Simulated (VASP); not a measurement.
Level of theory: G0W0 on PBE orbitals, VASP's PBE PAW potentials (set 64) (plane waves; VASP).

A VASP calculation is set up with these files.

**INCAR**
```
NELMGW = 1
ENCUTGW = 200
NBANDSGW = 16
ALGO = EVGW0
LASPH = T   # aspherical one-centre terms
ENCUT = 500
GGA = PE
LREAL = F   # projection in real space or not
PREC = Normal
NOMEGA = 64
ISMEAR = 0   # Gaussian
SIGMA = 0.01
SYSTEM = NaCl
LSPECTRALGW = T
LWAVE = F
LCHARG = F
NBANDS = 160
```

### POSCAR
```
NaCl
1
    0.0000000000     2.8571100000     2.8571100000
    2.8571100000     0.0000000000     2.8571100000
    2.8571100000     2.8571100000     0.0000000000
Na Cl
1 1
Direct
  0.0000000000   0.0000000000   0.0000000000
  0.5000000000   0.5000000000   0.5000000000
```

### KPOINTS
```
Automatic mesh
0
gamma
 4 4 4
```

POTCAR, in this order: Na_sv_GW Cl_GW (PBE.64 set). Program: vasp_std. Read from the step before: WAVECAR, WAVEDER.

What VASP printed:

**OSZICAR**
```
energies w=
    0.000    0.000    1.209    0.000    2.415    0.000    3.616    0.000
    4.811    0.000    5.996    0.000    7.170    0.000    8.332    0.000
    9.481    0.000   10.616    0.000   11.736    0.000   12.841    0.000
   13.932    0.000   15.008    0.000   16.071    0.000   17.122    0.000
   18.162    0.000   19.191    0.000   20.211    0.000   21.225    0.000
   22.233    0.000   23.237    0.000   24.239    0.000   25.241    0.000
   26.245    0.000   27.253    0.000   28.268    0.000   29.292    0.000
   30.327    0.000   31.377    0.000   32.444    0.000   33.531    0.000
   34.641    0.000   35.780    0.000   36.949    0.000   38.155    0.000
   39.402    0.000   40.695    0.000   42.040    0.000   43.446    0.000
   44.918    0.000   46.467    0.000   48.102    0.000   49.836    0.000
   51.681    0.000   53.654    0.000   55.774    0.000   58.062    0.000
   60.545    0.000   63.254    0.000   66.228    0.000   69.512    0.000
   73.166    0.000   77.261    0.000   81.887    0.000   87.163    0.000
   93.240    0.000  100.323    0.000  108.685    0.000  118.712    0.000
  130.955    0.000  146.233    0.000  165.823    0.000  191.825    0.000
NQ=   1    0.0000    0.0000    0.0000,
 performed        196000 updates of chi_q(r,r)
NQ=   2    0.2500    0.0000    0.0000,
 performed        576000 updates of chi_q(r,r)
NQ=   3    0.5000    0.0000    0.0000,
 performed        864000 updates of chi_q(r,r)
NQ=   4    0.2500    0.2500    0.0000,
 performed       1209000 updates of chi_q(r,r)
NQ=   5    0.5000    0.2500    0.0000,
 performed       1671000 updates of chi_q(r,r)
NQ=   6   -0.2500    0.2500    0.0000,
 performed       2082000 updates of chi_q(r,r)
NQ=   7    0.5000    0.5000    0.0000,
 performed       2350000 updates of chi_q(r,r)
NQ=   8   -0.2500    0.5000    0.2500,
 performed       2700000 updates of chi_q(r,r)
 resolving degeneracies of screened two electron integrals
```

File OUTCAR:
```


 k-point   1 :       0.0000    0.0000    0.0000
  band No.  KS-energies  QP-energies   sigma(KS)   V_xc(KS)     V^pw_x(r,r')   Z            occupation Imag(sigma)

      1     -50.1078     -58.8458     -40.6200     -29.2765     -49.1337       0.7703       2.0000       0.5108
      2     -22.0430     -27.6201     -35.2233     -28.3218     -41.3641       0.8081       2.0000       0.2041
      3     -22.0430     -27.6201     -35.2233     -28.3218     -41.3641       0.8081       2.0000       0.2041
      4     -22.0430     -27.6201     -35.2233     -28.3218     -41.3641       0.8081       2.0000       0.2041
      5     -13.7189     -15.2755     -17.1731     -14.9848     -24.2324       0.7113       2.0000       1.5604
      6      -1.1455      -3.1495     -16.9906     -14.4565     -18.8322       0.7908       2.0000       0.1469
      7      -1.1455      -3.1495     -16.9906     -14.4565     -18.8322       0.7908       2.0000       0.1469
      8      -1.1455      -3.1495     -16.9906     -14.4565     -18.8322       0.7908       2.0000       0.1469
      9       3.8205       4.7078      -6.8692      -7.9119      -3.9018       0.8509       0.0000      -0.1119
     10       9.8514      11.0532      -6.6595      -8.0938      -3.3795       0.8379       0.0000      -0.1456
     11       9.8514      11.0532      -6.6595      -8.0938      -3.3795       0.8379       0.0000      -0.1456
     12       9.8514      11.0532      -6.6595      -8.0938      -3.3795       0.8379       0.0000      -0.1456
     13      11.8754      13.4260      -7.7607      -9.6428      -4.1632       0.8239       0.0000      -0.1746
     14      11.8754      13.4260      -7.7607      -9.6428      -4.1632       0.8239       0.0000      -0.1746
     15      13.5966      13.9580      -4.6236      -5.0664      -0.8862       0.8163       0.0000      -0.3439
     16      15.6047      16.7896      -7.0176      -8.4708      -3.0027       0.8154       0.0000      -0.3842

 k-point   2 :       0.2500    0.0000    0.0000
  band No.  KS-energies  QP-energies   sigma(KS)   V_xc(KS)     V^pw_x(r,r')   Z            occupation Imag(sigma)

      1     -50.1073     -58.8690     -40.6204     -29.2774     -49.1343       0.7724       2.0000       0.5108
      2     -22.0547     -27.5651     -35.1708     -28.2739     -41.3149       0.7990       2.0000       0.2132
      3     -22.0434     -27.6182     -35.2218     -28.3192     -41.3627       0.8076       2.0000       0.2042
      4     -22.0434     -27.6182     -35.2218     -28.3192     -41.3627       0.8076       2.0000       0.2042
      5     -13.5745     -15.1085     -17.3616     -15.1936     -24.3904       0.7075       2.0000       1.5126
      6      -2.1746      -4.2996     -15.7102     -13.0154     -17.6322       0.7886       2.0000       0.1670
      7      -1.2700      -3.3009     -16.8503     -14.2836     -18.7087       0.7912       2.0000       0.1493
      8      -1.2700      -3.3009     -16.8503     -14.2836     -18.7087       0.7912       2.0000       0.1493
      9       5.2677       6.2220      -7.4263      -8.5609      -4.3980       0.8412       0.0000      -0.1203
     10       8.7380       9.8010      -6.8638      -8.1394      -3.6150       0.8334       0.0000      -0.1492
     11      10.0863      11.3845      -7.1092      -8.6673      -3.7924       0.8332       0.0000      -0.1515
     12      10.0863      11.3845      -7.1092      -8.6673      -3.7924       0.8332       0.0000      -0.1515
     13      11.8369      13.2637      -7.4832      -9.2154      -3.8908       0.8237       0.0000      -0.1873
     14      11.8369      13.2637      -7.4832      -9.2154      -3.8908       0.8237       0.0000      -0.1873
     15      14.1849      15.2121      -6.2412      -7.4938      -2.3500       0.8200       0.0000      -0.3461
     16      17.4014      18.3866      -6.3413      -7.5215      -2.1659       0.8348       0.0000      -0.5734

 k-point   3 :       0.5000    0.0000    0.0000
  band No.  KS-energies  QP-energies   sigma(KS)   V_xc(KS)     V^pw_x(r,r')   Z            occupation Imag(sigma)

      1     -50.1069     -58.9103     -40.6211     -29.2783     -49.1351       0.7761       2.0000       0.5108
      2     -22.0663     -27.5460     -35.1191     -28.2272     -41.2662       0.7951       2.0000       0.2221
      3     -22.0442     -27.6106     -35.2187     -28.3165     -41.3593       0.8065       2.0000       0.2043
      4     -22.0442     -27.6106     -35.2187     -28.3165     -41.3593       0.8065       2.0000       0.2043
      5     -13.4223     -14.9423     -17.5675     -15.4225     -24.5650       0.7086       2.0000       1.4637
      6      -2.9511      -5.1935     -15.1115     -12.2491     -17.1877       0.7834       2.0000       0.1927
      7      -1.3877      -3.4402     -16.7288     -14.1302     -18.6063       0.7899       2.0000       0.1519
      8      -1.3877      -3.4402     -16.7288     -14.1302     -18.6063       0.7899       2.0000       0.1519
      9       6.0444       6.9223      -6.4561      -7.4939      -3.4915       0.8459       0.0000      -0.1209
     10       9.1728      10.4622      -8.6529     -10.2408      -5.0415       0.8120       0.0000      -0.1895
     11       9.6527      10.9930      -7.3434      -8.9492      -4.0971       0.8347       0.0000      -0.1449
     12       9.6527      10.9930      -7.3434      -8.9492      -4.0971       0.8347       0.0000      -0.1449
     13      13.6091      14.4911      -5.6426      -6.7192      -1.8023       0.8192       0.0000      -0.3173
     14      14.5160      16.3463      -8.9455     -11.2173      -4.8427       0.8056       0.0000      -0.2745
     15      14.5160      16.3463      -8.9455     -11.2173      -4.8427       0.8056       0.0000      -0.2745
     16      15.8168      16.6386      -6.0491      -7.0525      -1.9334       0.8191       0.0000      -0.4603

 k-point   4 :       0.2500    0.2500    0.0000
  band No.  KS-energies  QP-energies   sigma(KS)   V_xc(KS)     V^pw_x(r,r')   Z            occupation Imag(sigma)

      1     -50.1072     -58.8839     -40.6206     -29.2777     -49.1346       0.7738       2.0000       0.5107
      2     -22.0527     -27.5705     -35.1805     -28.2826     -41.3231       0.7999       2.0000       0.2104
      3     -22.0460     -27.6008     -35.2137     -28.3106     -41.3535       0.8047       2.0000       0.2046
      4     -22.0460     -27.6008     -35.2137     -28.3106     -41.3535       0.8047       2.0000       0.2046
      5     -13.5389     -15.0680     -17.3834     -15.2253     -24.4055       0.7085       2.0000       1.5024
      6      -2.1429      -4.2700     -15.7323     -13.0361     -17.6531       0.7889       2.0000       0.1663
      7      -1.4410      -3.4902     -16.7023     -14.0998     -18.5889       0.7874       2.0000       0.1524
      8      -1.4410      -3.4902     -16.7023     -14.0998     -18.5889       0.7874       2.0000       0.1524
      9       5.7363       6.7825      -7.7567      -9.0078      -4.6601       0.8362       0.0000      -0.1244
     10       7.9460       8.8808      -5.9746      -7.0806      -2.9004       0.8452       0.0000      -0.1299
     11       9.5131      10.8173      -7.3746      -8.9413      -4.0603       0.8325       0.0000      -0.1553
     12      11.0888      12.3670      -7.2991      -8.8507      -3.7820       0.8237       0.0000      -0.1836
     13      11.0888      12.3670      -7.2991      -8.8507      -3.7820       0.8237       0.0000      -0.1836
     14      12.6337      14.2544      -8.0306     -10.0115      -4.2934       0.8182       0.0000      -0.1967
     15      17.0472      18.4928      -7.6590      -9.4261      -3.4285       0.8181       0.0000      -0.4841
     16      17.0472      18.4928      -7.6590      -9.4261      -3.4285       0.8181       0.0000      -0.4841

 k-point   5 :       0.5000    0.2500    0.0000
  band No.  KS-energies  QP-energies   sigma(KS)   V_xc(KS)     V^pw_x(r,r')   Z            occupation Imag(sigma)

      1     -50.1068     -58.9625     -40.6212     -29.2785     -49.1353       0.7807       2.0000       0.5107
      2     -22.0600     -27.5580     -35.1541     -28.2554     -41.2959       0.7970       2.0000       0.2134
      3     -22.0495     -27.5859     -35.2007     -28.2976     -41.3398       0.8020       2.0000       0.2053
      4     -22.0468     -27.5978     -35.2108     -28.3078     -41.3504       0.8041       2.0000       0.2045
      5     -13.4003     -14.9223     -17.5441     -15.4119     -24.5379       0.7138       2.0000       1.4593
      6      -2.6167      -4.8289     -15.4468     -12.6325     -17.4826       0.7860       2.0000       0.1813
      7      -1.8576      -3.9682     -16.1978     -13.5155     -18.1312       0.7869       2.0000       0.1615
      8      -1.5517      -3.6235     -16.5987     -13.9668     -18.5050       0.7872       2.0000       0.1552
      9       6.9021       7.9670      -6.9544      -8.2202      -3.8654       0.8413       0.0000      -0.1280
     10       7.9639       9.1544      -7.4339      -8.8601      -4.2300       0.8347       0.0000      -0.1395
     11       8.8444       9.9300      -7.2143      -8.5232      -3.9177       0.8294       0.0000      -0.1568
     12      10.8397      12.2334      -7.6440      -9.3311      -4.1770       0.8261       0.0000      -0.1742
     13      12.5742      13.7482      -7.2844      -8.7340      -3.4360       0.8099       0.0000      -0.2666
     14      14.6059      16.4110      -8.8664     -11.1094      -4.7419       0.8048       0.0000      -0.2798
     15      15.3649      17.0674      -8.5467     -10.6449      -4.3125       0.8114       0.0000      -0.3555
     16      15.9431      17.0612      -7.0610      -8.4383      -2.8270       0.8118       0.0000      -0.4531

 k-point   6 :      -0.2500    0.2500    0.0000
  band No.  KS-energies  QP-energies   sigma(KS)   V_xc(KS)     V^pw_x(r,r')   Z            occupation Imag(sigma)

      1     -50.1070     -58.8989     -40.6211     -29.2782     -49.1351       0.7751       2.0000       0.5107
      2     -22.0592     -27.5631     -35.1514     -28.2566     -41.2962       0.7983       2.0000       0.2160
      3     -22.0503     -27.5746     -35.1994     -28.2961     -41.3378       0.8002       2.0000       0.2052
      4     -22.0444     -27.6047     -35.2179     -28.3164     -41.3584       0.8057       2.0000       0.2042
      5     -13.4377     -14.9555     -17.5196     -15.3766     -24.5205       0.7083       2.0000       1.4699
...
```
(Selected blocks of OUTCAR.)

The mesh is coarse and the basis finite, so the quasiparticle values are not converged.

The compound is NaCl in the rock salt structure. This cell is one point of a volume scan, at 1.04 of the reference volume. The k-mesh is coarse (spacing up to 0.48 per Å, 2π included), so the numbers may not be converged in it.
